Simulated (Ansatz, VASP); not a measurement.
**Cross-check of BP between VASP and Ansatz**

Wanted: the spread between two codes on one cell, functional and k mesh. The structure shown is the end of the Ansatz relaxation below.

Method: plane waves, with VASP 6.6.1 beside it; single point at RPBE, in Ansatz 0.2.0.

## 1. The structure

Symmetry: F-43m, No. 216, cubic system. The conventional cell has a = 4.529 Å, b = 4.529 Å, c = 4.529 Å, α = 90.00°, β = 90.00°, γ = 90.00°. Nearest to B lie 4 P at 1.96 Å. Nearest to P lie 4 B at 1.96 Å. Farther neighbours are not listed.

## 2. Ansatz: relaxation, RPBE

Ansatz runs on its default PAW (the set named soft_2) files.

This run makes the geometry at which the two programs are then compared.

input.yaml

```yaml
crystal:
  lattice:
    - [0.0, 2.2874846914, 2.2874846914]
    - [2.2874846914, 0.0, 2.2874846914]
    - [2.2874846914, 2.2874846914, 0.0]
  atoms:
    - { symbol: B, position: [0.0, 0.0, 0.0] }
    - { symbol: P, position: [0.25, 0.25, 0.25] }
kpoints:
  mp_grid: { grid: [12, 12, 12] }
hamiltonian:
  xc: rpbe
scf:
  occupations: { method: fixed }
output:
  forces: true
  stress: true
  eigenvalues: true
relax:
  adjacent_minimum: "off"
  f_tol: 0.001
  max_steps: 60
  cell: { stress_tol: 0.05, p_target: 5.0 }
```

Started as:

```sh
$ ansatz run input.yaml --threads 4 --pin off --max-ram 8192MiB --backend cpu --events-out ev --progress --plain --runs-dir out
```

Numbers of over 12 decimals in the logs are rounded to 6 here.

The program printed:

```text
Engine: ansatz 0.2.0, aarch64-unknown-linux-gnu
Pseudopotentials: kind: paw
Pseudopotential: B, paw, valence charge 3, recommended cutoff 420 eV (normal), B.paw.azcp
Pseudopotential: P, paw, valence charge 5, recommended cutoff 420 eV (normal), P.paw.azcp
Functional definition: RPBE
  parameter kappa = 0.804
  parameter beta = 0.066725
  exchange = rpbe_x(kappa = kappa, mu = beta*pi^2/3)
  correlation = pbe_c(beta = beta)
Crystal: 2 atoms, lattice volume = 23.939 Å³
Basis set: ecut = 420 eV, 459 PW (Γ), exchange–correlation on 48×48×48 points (8 copies of the dense FFT grid, shifted against one another)
Bands: 8, of which v1, the nominal top of the filled ones, is band 4 counted from 1 (3 counted from 0)
Symmetry: 24 space group operations
Space group: F-43m (ITA 216), of the structure as read, at distance tolerance 2.9e-5 Å
k-points: 72 of 1728 (time reversal used)
Non-local potential: B, projectors of the file, l = 0: 2, l = 1: 2, l = 2: 1
Non-local potential: P, projectors of the file, l = 0: 2, l = 1: 2, l = 2: 2
PAW form: soft (Blöchl's): semilocal exchange-correlation on the pseudo side does not see the compensation charge
PAW frozen core: B, regenerated for the run's functional, and the local potential with it (the file was generated under x = pbe(κ = 0.804, μ = 0.219515), c = pbe(β = 0.066725))
PAW frozen core: P, regenerated for the run's functional, and the local potential with it (the file was generated under x = pbe(κ = 0.804, μ = 0.219515), c = pbe(β = 0.066725))
PAW one-centre angular grid: B, 110 points (default); XC on 64 Gauss nodes
PAW one-centre angular grid: P, 110 points (default); XC on 64 Gauss nodes
Initial density: superposition of atomic densities (neutral atoms: chi_scale 0, normalization atom), corrected by the library's trained network
Initial wavefunctions: pseudopotential atomic-orbital guess
Functional: x = rpbe, c = pbe(β = 0.066725)
SCF iter   1: F=—  HF=-916.756638 eV  |F-HF|=—  |Δ(HF+E_count)|=         —  Δρ=2.70e-3  dr2=1.13e-3  ethr=1.77e-3  ⟨swp⟩=5.1  Hψ=4214  notcnv=0  defer=134
preconditioner: auto → none  [insulator: Δε(μ)=1.283 eV  Ē_g=12.657 eV  n_scr=0 (ndim 8)  ℏωp=21.5 eV  f_vac=0.000  ε∞_Penn≈3.9]
SCF iter   2: F=—  HF=-916.756539 eV  |F-HF|=—  |Δ(HF+E_count)|=   9.81e-5  Δρ=1.27e-3  dr2=2.63e-4  ethr=1.41e-5  ⟨swp⟩=2.6  Hψ=1581  notcnv=0  defer=136
SCF iter   3: F=—  HF=-916.756517 eV  |F-HF|=—  |Δ(HF+E_count)|=   2.29e-5  Δρ=5.20e-4  dr2=2.73e-5  ethr=3.29e-6  ⟨swp⟩=3.0  Hψ=1012  notcnv=0  defer=136
SCF iter   4: F=—  HF=-916.756533 eV  |F-HF|=—  |Δ(HF+E_count)|=   1.67e-5  Δρ=1.12e-4  dr2=2.61e-6  ethr=3.42e-7  ⟨swp⟩=2.7  Hψ=896  notcnv=0  defer=124
SCF iter   5: F=—  HF=-916.756534 eV  |F-HF|=—  |Δ(HF+E_count)|=   1.12e-6  Δρ=2.73e-5  dr2=2.38e-7  ethr=3.26e-8  ⟨swp⟩=2.0  Hψ=841  notcnv=0  defer=128
SCF iter   6: F=-916.756534 eV  HF=-916.756534 eV  |F-HF|=1.91e-9  |Δ(HF+E_count)|=   4.87e-8  Δρ=3.46e-6  dr2=3.71e-9  ethr=1.25e-9  ⟨swp⟩=8.7  Hψ=3557  notcnv=0
SCF 1 converged in 6 iterations: F = -916.756534 eV  dr2 = 3.71e-9
  greatest PAW one-centre occupation: 0.774 electrons in one spin orbital (limit 2), on the P atom at site 1 (counted from 0), in its partial waves of l = 0
relax step   1: F+E_penalty+E_count = -916.75653433 eV  Δ(F+E_penalty+E_count) = +0.000e0 eV  max|allowed force component| = 3.516e-16 eV/Å  Δτ_max = 0.0000 Å  P = -0.001 GPa  Ω = 23.939 Å³  (6 SCF iters, dr2 threshold 1.00e-7 eV, accepted)
[...]
relax step   2: F+E_penalty+E_count = -916.75300881 eV  Δ(F+E_penalty+E_count) = +3.526e-3 eV  max|allowed force component| = 1.434e-16 eV/Å  Δτ_max = 0.0000 Å  P = +2.911 GPa  Ω = 23.512 Å³  energy of the carried Pulay correction = +2.990e-4 eV  (5 SCF iters, dr2 threshold 2.00e-7 eV, accepted)
[...]
relax step   3: F+E_penalty+E_count = -916.74582194 eV  Δ(F+E_penalty+E_count) = +7.187e-3 eV  max|allowed force component| = 9.252e-17 eV/Å  Δτ_max = 0.0000 Å  P = +5.091 GPa  Ω = 23.215 Å³  energy of the carried Pulay correction = +5.101e-4 eV  (4 SCF iters, dr2 threshold 2.00e-7 eV, accepted)
[...]
relax step   4: F+E_penalty+E_count = -916.74619870 eV  Δ(F+E_penalty+E_count) = -3.768e-4 eV  max|allowed force component| = 1.133e-16 eV/Å  Δτ_max = 0.0000 Å  P = +4.997 GPa  Ω = 23.227 Å³  energy of the carried Pulay correction = +5.014e-4 eV  (3 SCF iters, dr2 threshold 2.07e-8 eV, accepted)
[...]
relax step   5: F+E_penalty+E_count = -916.74575919 eV  Δ(F+E_penalty+E_count) = +4.395e-4 eV  max|allowed force component| = 1.018e-16 eV/Å  Δτ_max = 0.0000 Å  P = +4.971 GPa  Ω = 23.227 Å³  stress off target by 2.94e-2 GPa  SCF on the basis re-selected at this cell (its energy is not comparable with the rows above)  (5 SCF iters)
basis re-selected at this cell: Δ(F+E_penalty+E_count) = +4.395e-4 eV, ΔP = -0.026 GPa vs the last step (what re-selecting the basis moved, of the pressure what is left beyond the Pulay correction that the steps carried, after the strain that the cell walked since its last selection, with what the two solves' SCF thresholds leave and, on support functions, any second-order correction that the steps lacked; it is no m [...]
SCF converged after 5 iterations
Free energy (F): -916.745759 eV
Harris-Foulkes:  -916.745759 eV  (|F-HF|=4.21e-12)
Internal energy: -916.745759 eV  (E = F + TS)
E sigma→0 (E₀):  -916.745759 eV
Fermi energy:    9.439862 eV
--- Per-component energies (eV) ---
  E_band       = 23.291602
  E_kinetic    = 121.838379
  E_local      = -66.363607  (includes V_loc(G=0)·N_el)
  E_nonlocal   = 44.065142
  E_hartree    = 16.958500
  E_xc         = -95.057166
  E_vxc        = -100.638734  (∫ρ·V_xc dr)
  E_paw        = -652.096556  (= ΣΔE_a)
  E_vpaw       = -9.526586  (= ΣTr[D̂ρ^β])
  E_aug_tail   = 0.000001  (compensation charges beyond the density's cutoff)
  E_ewald      = -286.049327
  E_core_change = -0.041125  (= ΣΔE_core)
  E_smearing   = -0.000000  (= −TS)
  E_closure    = 0.000000  (closes the sum)
  Σ components = -916.745759   (vs F -916.745759, Δ=0.00e0)
--- Forces (eV/Å), atoms counted from 1 ---
  atom   1  B      0.00000000    -0.00000000    -0.00000000
  atom   2  P     -0.00000000    -0.00000000    -0.00000000
  max |Σ_I F_I| component: 2.13e-16 eV/Å
--- Stress (GPa, compression-positive) ---
        4.970577       0.000000       0.000000
        0.000000       4.970577       0.000000
        0.000000       0.000000       4.970577
  P = ⅓ Tr σ = 4.9706 GPa (49.706 kbar)
--- Band table (eV; the first three rows and the last of 72) ---
  k-point 0: bands = ["-6.0924", "9.4399", "9.4399", "9.4399", "12.8530", "12.8530", "12.8530", "16.9410"]
  k-point 1: bands = ["-5.9666", "8.4735", "9.2244", "9.2244", "13.1508", "13.1508", "13.2164", "17.3054"]
  k-point 2: bands = ["-5.5922", "6.5876", "8.7696", "8.7696", "13.4989", "13.7633", "13.7633", "18.2227"]
  k-point 71: bands = ["-0.9141", "1.3080", "3.7335", "3.9414", "14.8027", "16.2533", "16.7521", "16.9161"]
--- Relaxed structure (4 steps of the walk, 4 accepted, 1 SCFs on fresh bases) ---
  F+E_penalty+E_count = -916.74575919 eV   max|allowed force component| = 1.018e-16 eV/Å   (the final SCF, on the basis selected at the relaxed cell)
  cell:  # Å, volume = 23.2269 Å³
    - [0, 2.264575, 2.264575]
    - [2.264575, 0, 2.264575]
    - [2.264575, 2.264575, 0]
  atoms:
    - { symbol: B, position: [0, 0, 0] }
    - { symbol: P, position: [0.25, 0.25, 0.25] }
```

In the SCF lines HF is the Harris–Foulkes energy and dr2 the Hartree energy of the density residual, in eV; the loop may stop once dr2 is under the threshold and the program's other checks hold. Hψ counts applications of the Hamiltonian.

## 3. VASP: single point, RPBE, pair 1

The same cell, functional and mesh now go to VASP, with its own data sets.

Lines of VASP's logs that name or quote its potential files are left out, and so is its time.

INCAR

```
SYSTEM = BP
PREC = Accurate
ENCUT = 500
EDIFF = 1E-06
NELM = 120
ISMEAR = 0
SIGMA = 0.01
LREAL = .FALSE.
ALGO = Normal
GGA = RP
NBANDS = 10
LORBIT = 11
LWAVE = .FALSE.
LCHARG = .FALSE.
ISIF = 2
LASPH = .TRUE.
GGA_COMPAT = .FALSE.
EFERMI = MIDGAP
```

POSCAR

```
BP
1.0
    0.0000000000      2.2645753492      2.2645753492
    2.2645753492      0.0000000000      2.2645753492
    2.2645753492      2.2645753492      0.0000000000
B P
1 1
Direct
    0.0000000000      0.0000000000      0.0000000000
    0.2500000000      0.2500000000      0.2500000000
```

KPOINTS

```
Automatic mesh
0
Gamma
12 12 12
0 0 0
```

Potentials, in the order of the species: B and P (PBE family, release 64).

Started as:

```sh
$ mpirun -np 1 vasp_std
```

The program printed:

```text
[banner, memory and clock lines left out]
running    1 mpi-ranks, on    1 nodes
 distrk:  each k-point on    1 cores,    1 groups
 distr:  one band on    1 cores,    1 groups

 POSCAR found type information on POSCAR B P
 POSCAR found :  2 types and       2 ions
|                                                                             |
|               ----> ADVICE to this user running VASP <----                  |
|                                                                             |
|     You enforced a specific xc type in the INCAR file but a different       |
|     [... a line on the potential file left out ...]
|     I HOPE YOU KNOW WHAT YOU ARE DOING!                                     |
|                                                                             |

 LDA part: xc-table for (Slater+PW92), standard interpolation
 POSCAR, INCAR and KPOINTS ok, starting setup
 FFT: planning ... GRIDC
 FFT: planning ... GRID_SOFT
 FFT: planning ... GRID
 WAVECAR not read
 entering main loop
       N       E                     dE             d eps       ncg     rms          rms(c)
DAV:   1     0.936188027300E+01    0.93619E+01   -0.39570E+03  1456   0.705E+02
DAV:   2    -0.123917010390E+02   -0.21754E+02   -0.20774E+02  2090   0.109E+02
DAV:   3    -0.129287601916E+02   -0.53706E+00   -0.53595E+00  1770   0.158E+01
DAV:   4    -0.129308418699E+02   -0.20817E-02   -0.20815E-02  1782   0.112E+00
DAV:   5    -0.129308510477E+02   -0.91778E-05   -0.91775E-05  1744   0.679E-02    0.806E+00
DAV:   6    -0.123526957877E+02    0.57816E+00   -0.13411E+00  1602   0.539E+00    0.446E+00
DAV:   7    -0.122694553730E+02    0.83240E-01   -0.25271E-01  1890   0.266E+00    0.140E+00
DAV:   8    -0.122647023994E+02    0.47530E-02   -0.25900E-02  1634   0.101E+00    0.189E-01
DAV:   9    -0.122653447310E+02   -0.64233E-03   -0.83965E-04  1650   0.207E-01    0.843E-02
DAV:  10    -0.122656848227E+02   -0.34009E-03   -0.48359E-04  1730   0.150E-01    0.279E-02
DAV:  11    -0.122657012703E+02   -0.16448E-04   -0.22965E-05  1818   0.350E-02    0.246E-02
DAV:  12    -0.122657037311E+02   -0.24608E-05   -0.41513E-06  1656   0.146E-02    0.578E-03
DAV:  13    -0.122657037071E+02    0.24010E-07   -0.50253E-08   850   0.177E-03
   1 F= -.12265704E+02 E0= -.12265704E+02  d E =0.000000E+00
```

(Part 1 of 2 ends here.)

[Lines on the potential files, build, host, timing and source positions are cut from VASP's logs without a mark.]

[Logs are printed without paths, hosts, clocks, repeated set-up lines and the standing remarks that a program may print on its own settings, such as how far it seeks lower states.]

[Hosts, paths, dates, database ids (printed as entryN), source tags and the programs' standing remarks are cut or masked in the printed files.]
